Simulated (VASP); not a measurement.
# Pd (Palladium) with PBE: from relaxation to properties, part 3 of 3

What structure and properties does PBE give Pd (Palladium), and how near are they to the measured ones? Left out of this account: 1 further run (phonons: it ended without a result to show). The start is a cell from a database of measured crystal structures.

VASP 6.6.1; PBE; plane waves and PAW (Pd).

So far. Step 4 (Density, ELF and potential (PBE)): In this run the pressure is 0.08 GPa, small enough to go on. Step 5 (Bands along the symmetry lines (PBE)): There is no gap at this level. The relaxed cell has a = 3.935 Å (conventional setting).

### Step 6. Total and projected DOS (PBE)

Here the states are counted by energy and projected on the atoms. The mesh is finer than in the run before.

The input, INCAR:

```
SYSTEM = Pd
PREC = Accurate
ENCUT = 400
EDIFF = 1E-06
NELM = 100
ISMEAR = -5
SIGMA = 0.2
LREAL = .FALSE.
ALGO = Normal
GGA = PE
NBANDS = 16
LORBIT = 11
LWAVE = .FALSE.
LCHARG = .FALSE.
KPAR = 2
NEDOS = 2001
```

The input, POSCAR:

```
Pd
1.0
    0.0000000000      1.9674975267      1.9674975267
    1.9674975267      0.0000000000      1.9674975267
    1.9674975267      1.9674975267      0.0000000000
Pd
1
Direct
    0.0000000000      0.0000000000      0.0000000000
```

The input, KPOINTS:

```
Automatic mesh
0
Gamma
17 17 17
0 0 0
```

Potentials, in the order of the species: Pd (PBE family, release 64).

Run with:

```
$ mpirun -np 2 vasp_std
```

Log:

```text
[... set-up lines as in an earlier step ...]
 entering main loop
       N       E                     dE             d eps       ncg     rms          rms(c)
DAV:   1     0.398562710995E+02    0.39856E+02   -0.38958E+03  5352   0.462E+02
DAV:   2    -0.481293986193E+01   -0.44669E+02   -0.42832E+02  6888   0.134E+02
DAV:   3    -0.548741417601E+01   -0.67447E+00   -0.67350E+00  6824   0.165E+01
DAV:   4    -0.548911631868E+01   -0.17021E-02   -0.17047E-02  6464   0.880E-01
DAV:   5    -0.548912583579E+01   -0.95171E-05   -0.95235E-05  6824   0.564E-02    0.706E+00
DAV:   6    -0.522642250619E+01    0.26270E+00   -0.10087E+00  7648   0.584E+00    0.342E+00
DAV:   7    -0.521764699094E+01    0.87755E-02   -0.79086E-03  6816   0.512E-01    0.187E+00
DAV:   8    -0.521425300041E+01    0.33940E-02   -0.83789E-04  7720   0.163E-01    0.897E-02
DAV:   9    -0.521419969686E+01    0.53304E-04   -0.41065E-05  6104   0.401E-02    0.257E-02
DAV:  10    -0.521421131408E+01   -0.11617E-04   -0.38369E-06  7632   0.136E-02    0.653E-03
DAV:  11    -0.521421006087E+01    0.12532E-05   -0.68331E-08  4872   0.199E-03    0.349E-04
DAV:  12    -0.521421035411E+01   -0.29324E-06   -0.30142E-09  5672   0.370E-04
   1 F= -.52142104E+01 E0= -.52142104E+01  d E =0.000000E+00
 -----------------------------------------------------------------------------
|                                                                             |
|           W    W    AA    RRRRR   N    N  II  N    N   GGGG   !!!           |
|           W    W   A  A   R    R  NN   N  II  NN   N  G    G  !!!           |
|           W    W  A    A  R    R  N N  N  II  N N  N  G       !!!           |
|           W WW W  AAAAAA  RRRRR   N  N N  II  N  N N  G  GGG   !            |
|           WW  WW  A    A  R   R   N   NN  II  N   NN  G    G                |
|           W    W  A    A  R    R  N    N  II  N    N   GGGG   !!!           |
|                                                                             |
|     Tetrahedron method does not include variations of the Fermi             |
|     occupations, so forces and stress will be inaccurate. We suggest        |
|     using a different smearing scheme ISMEAR = 1 or 2 for metals in         |
|     relaxations.                                                            |
|                                                                             |
 -----------------------------------------------------------------------------
```

The job ended after 6.4 s (2 MPI ranks of Intel Xeon 6975P-C (Granite Rapids), shared host; peak memory 0.26 GiB).

OUTCAR, selected parts (step 6):

```text
   k-points           NKPTS =    165   k-points in BZ     NKDIM =    165   number of bands    NBANDS=     16

   NELECT =      10.0000    total number of electrons

 E-fermi :   9.2323

 k-point     1 :       0.0000    0.0000    0.0000
  band No.  band energies     occupation
    ...
      2       6.5579      2.00000
      3       6.5579      2.00000
      4       6.5579      2.00000
      5       8.0918      2.00000
      6       8.0918      2.00000
      7      26.4211      0.00000
      8      31.0166      0.00000
      9      31.0166      0.00000
     10      31.0166      0.00000
     11      35.5831      0.00000
    ...

  Total        0.0329559      0.0329559      0.0329559      0.0000000     -0.0000000      0.0000000
  in kB        3.4663405      3.4663405      3.4663405      0.0000000     -0.0000000      0.0000000
  external PRESSURE =       3.4663405 kB  Pullay stress =       0.0000000 kB

  FREE ENERGIE OF THE ION-ELECTRON SYSTEM (eV)
  ---------------------------------------------------
  free  energy   TOTEN  =        -5.2142103541 eV

  energy  without entropy=       -5.2142103541  energy(sigma->0) =       -5.21421035

[... 7 parts as in an earlier step ...]

[... 10 further parts left out ...]
```

The DOS at the Fermi level is high for the number of transition-metal atoms. It is one value on this mesh and may be a narrow spike; if it stands, a magnetic instability is possible, which a run without spin can't show. With tetrahedra the forces and stress of a metal are not exact derivatives of the energy.

This step gave:

* SCF cycles: 12
* irreducible k-points: 165
* free energy (TOTEN): -5.214 eV
* Fermi energy: 9.232 eV
* pressure: 0.3466 GPa
* DOS at the Fermi level: 2.662 states/eV/cell

The density of states has structure finer than the step of the table below, so its rows give means over 0.5 eV, whole bins alone (the curve runs from -8.96 to 8.00 eV). Peaks (eV: height): total -4.38: 2.83, -2.34: 4.10, -1.83: 2.29, -1.21: 2.41, -0.02: 3.52; Pd d -4.38: 2.12, -2.34: 3.68, -1.83: 1.97, -1.21: 2.21, -0.02: 3.41; Pd s -4.38: 0.310, -2.34: 0.0579, 7.26: 0.159.

States under -9.0 eV and over 8.0 eV are left out. Table of density of states by energy, zero at the Fermi level; means over each step; values in states/eV/cell:

```csv
energy (eV),total,Pd d,Pd s
-7.5,0,0,0
-7.0,0.00275,0,0.00204
-6.5,0.0468,2.1e-4,0.0334
-6.0,0.0859,0.00212,0.0575
-5.5,0.136,0.0107,0.0815
-5.0,0.623,0.336,0.169
-4.5,2.12,1.55,0.269
-4.0,1.93,1.56,0.109
-3.5,1.59,1.34,0.0266
-3.0,1.79,1.54,0.0353
-2.5,2.79,2.45,0.0510
-2.0,1.79,1.53,0.0387
-1.5,1.95,1.75,0.0259
-1.0,1.89,1.75,0.0210
-0.5,1.78,1.69,0.0153
0.0,2.28,2.18,0.0212
0.5,0.270,0.193,0.0252
1.0,0.237,0.137,0.0296
1.5,0.258,0.132,0.0325
2.0,0.254,0.116,0.0335
2.5,0.258,0.109,0.0339
3.0,0.258,0.0994,0.0327
3.5,0.262,0.0917,0.0313
4.0,0.256,0.0857,0.0288
4.5,0.236,0.0758,0.0255
5.0,0.220,0.0686,0.0228
5.5,0.198,0.0599,0.0193
6.0,0.171,0.0500,0.0162
6.5,0.147,0.0413,0.0142
7.0,0.151,0.0469,0.0354
7.5,0.368,0.121,0.138
```

The finer mesh and the other smearing move the Fermi level by +0.02 eV from the 12×12×12 run, a small shift, which tests the Fermi level alone. Of the states within 0.3 eV of the Fermi level, the largest shares in the PAW spheres are Pd d 96 %. The rest lies in smaller channels or between the spheres.

### Step 7. Optical spectrum (PBE)

LOPTICS sums transitions from filled to empty bands.

The input, INCAR:

```
SYSTEM = Pd
PREC = Accurate
ENCUT = 400
EDIFF = 1E-06
NELM = 100
ISMEAR = 1
SIGMA = 0.2
LREAL = .FALSE.
ALGO = Normal
GGA = PE
NBANDS = 13
LORBIT = 11
LWAVE = .FALSE.
LCHARG = .FALSE.
KPAR = 2
LOPTICS = .TRUE.
NEDOS = 1500
CSHIFT = 0.1
```

POSCAR is that of step 6.

KPOINTS is that of step 6.

Run with:

```
$ mpirun -np 2 vasp_std
```

Log:

```text
[... set-up lines as in an earlier step ...]
 entering main loop
       N       E                     dE             d eps       ncg     rms          rms(c)
DAV:   1     0.363754695944E+02    0.36375E+02   -0.41707E+03  4370   0.572E+02
DAV:   2    -0.494948281869E+01   -0.41325E+02   -0.39618E+02  5270   0.148E+02
DAV:   3    -0.548946148547E+01   -0.53998E+00   -0.53783E+00  5575   0.174E+01
DAV:   4    -0.549131579147E+01   -0.18543E-02   -0.18542E-02  5359   0.109E+00
DAV:   5    -0.549133145734E+01   -0.15666E-04   -0.15666E-04  5630   0.930E-02    0.707E+00
DAV:   6    -0.522491181500E+01    0.26642E+00   -0.10715E+00  5555   0.727E+00    0.344E+00
DAV:   7    -0.521643491587E+01    0.84769E-02   -0.98767E-03  5383   0.626E-01    0.187E+00
DAV:   8    -0.521313236917E+01    0.33025E-02   -0.98366E-04  5305   0.217E-01    0.872E-02
DAV:   9    -0.521311903027E+01    0.13339E-04   -0.65718E-05  5364   0.602E-02    0.253E-02
DAV:  10    -0.521312371960E+01   -0.46893E-05   -0.70345E-06  5333   0.207E-02    0.758E-03
DAV:  11    -0.521312297388E+01    0.74572E-06   -0.25695E-07  3030   0.422E-03
   1 F= -.52131230E+01 E0= -.52100644E+01  d E =-.917580E-02
 optical routines
 imaginary and real dielectric function
 recalculating local potential from charge density
 direction            1
 direction            2
 direction            3
```

The job ended after 5.4 s (2 MPI ranks; peak memory 0.29 GiB).

From OUTCAR (step 7):

```text
   k-points           NKPTS =    165   k-points in BZ     NKDIM =    165   number of bands    NBANDS=     13

   NELECT =      10.0000    total number of electrons

 E-fermi :   9.2344

 k-point     1 :       0.0000    0.0000    0.0000
  band No.  band energies     occupation
    ...
      2       6.5478      2.00000
      3       6.5478      2.00000
      4       6.5478      2.00000
      5       8.0791      2.00000
      6       8.0791      2.00000
      7      26.4224      0.00000
      8      31.0162      0.00000
      9      31.0162      0.00000
     10      31.0162      0.00000
     11      35.5548      0.00000
    ...

  Total        0.0320086      0.0320086      0.0320086      0.0000000      0.0000000      0.0000000
  in kB        3.3667054      3.3667054      3.3667054      0.0000000      0.0000000      0.0000000
  external PRESSURE =       3.3667054 kB  Pullay stress =       0.0000000 kB

 POSITION                                       TOTAL-FORCE (eV/Angst)
 -----------------------------------------------------------------------------------
      0.00000      0.00000      0.00000         0.000000      0.000000     -0.000000
 -----------------------------------------------------------------------------------
    total drift:                               -0.000000      0.000000     -0.000000

  FREE ENERGIE OF THE ION-ELECTRON SYSTEM (eV)
  ---------------------------------------------------
  free  energy   TOTEN  =        -5.2131229739 eV

  energy  without entropy=       -5.2039471738  energy(sigma->0) =       -5.21006437

 plasma frequency squared (from intraband transitions) (eV^2)
  --------------------------------------------------------------------------------------
      92.281      -0.000       0.000
       0.000      92.281      -0.000
      -0.000      -0.000      92.281

[... 7 parts as in an earlier step ...]

[... 9 further parts left out ...]
```

These are independent-particle spectra without excitons or local fields, and fine structure depends on the mesh and on CSHIFT. The intraband (Drude) part is not in this spectrum.

Numbers from this step:

```
SCF cycles              : 11
bands                   : 13
free energy (TOTEN)     : -5.213 eV
energy at zero smearing : -5.210 eV
Fermi energy            : 9.234 eV
pressure                : 0.3367 GPa
```

The imaginary dielectric function, xx has structure finer than the step of the table below, so its rows give means over 0.5 eV, whole bins alone (the curve runs from 0 to 25.0 eV). Peaks (eV: height): 0.22: 169.

The imaginary dielectric function, xx by photon energy; means over each step:

photon energy (eV), imaginary dielectric function, xx and a bar:
```
      0.5         94 ##############################
      1.0         43 ##############
      1.5         28 #########
      2.0         17 #####
      2.5         13 ####
      3.0          8 ##
      3.5          7 ##
      4.0          5 #
      4.5          5 #
      5.0          4 #
      5.5          4 #
      6.0          3 #
      6.5          2 
      7.0          2 
      7.5          2 
      8.0          2 
      8.5          2 
      9.0          2 
      9.5          2 
     10.0          2 
     10.5          2 
     11.0          2 
     11.5          2 
     12.0          2 
     12.5          2 
     13.0          2 
     13.5          2 
     14.0          2 
     14.5          2 
     15.0          2 
     15.5          2 
     16.0          2 
     16.5          2 
     17.0          2 
     17.5          2 
     18.0          2 
     18.5          2 
     19.0          2 
     19.5          3 #
     20.0          3 #
     20.5          3 #
     21.0          2 
     21.5          2 
     22.0          2 
     22.5          2 
     23.0          2 
     23.5          1 
     24.0          1 
     24.5          1
```

The real dielectric function, xx by photon energy:

```csv
photon energy (eV),"real dielectric function, xx"
0,264
1,1.95
2,-6.71
3,-3.64
4,-2.62
5,-2.31
6,-1.15
7,0.178
8,1.25
9,1.45
10,1.53
11,1.86
12,1.36
13,1.18
14,1.18
15,0.642
16,0.786
17,0.877
18,1.32
19,1.62
20,0.674
21,-0.519
22,-0.436
23,-0.277
24,-0.264
```

At these settings, which differ from those of the relaxation, the cell is under a pressure of 0.3 GPa.

### Step 8. Results

| Quantity | Value |
| --- | --- |
| relaxed volume | 15.23 Å³/atom |
| relaxed conventional cell a, b, c | 3.935, 3.935, 3.935 Å |
| space group after relaxing, within 0.02 Å | Fm-3m (No. 225) |
| band gap | none, a metal |
| DOS at the Fermi level | 2.66 states/eV/cell |

What this shows: With PBE, Pd (Palladium) relaxes to 15.23 Å³/atom in space group Fm-3m (held by the symmetry of the run) and comes out as a metal. Against the listed cell the volume lies +3.3 %. Bands along the symmetry lines (PBE): Of the bands kept, 3 cross the Fermi level on this path. Spin-orbit coupling is left out; it would split some degenerate bands. No search among competing phases was made. All values are for a static lattice at zero temperature.

Computed beside measured:

```
              quantity  measured             PBE
lattice constant a (Å)    3.8902  3.935 (+1.2 %)
```

Measured values from arxiv:2204.14071 (2022).

How well it matches: The lattice constant a is off by +1.2 %: fair agreement. The grades are ours: good and fair within 0.7 and 1.5 % for the lattice constant a. Zero-point motion and thermal expansion (measured at up to 293.15 K) are not in the computed lattice constants. As a rule both would widen the computed cell, so the excess over experiment is if anything larger than shown.

[Lines on the potential files, build, host, timing and source positions are cut from VASP's logs without a mark.]

[Logs are printed without paths, hosts, clocks, repeated set-up lines and the standing remarks that a program may print on its own settings, such as how far it seeks lower states.]

[Hosts, paths, dates, database ids (printed as entryN), source tags and the programs' standing remarks are cut or masked in the printed files.]

[A measured line is paired with the nearest computed mode of its activity, which favours agreement.]
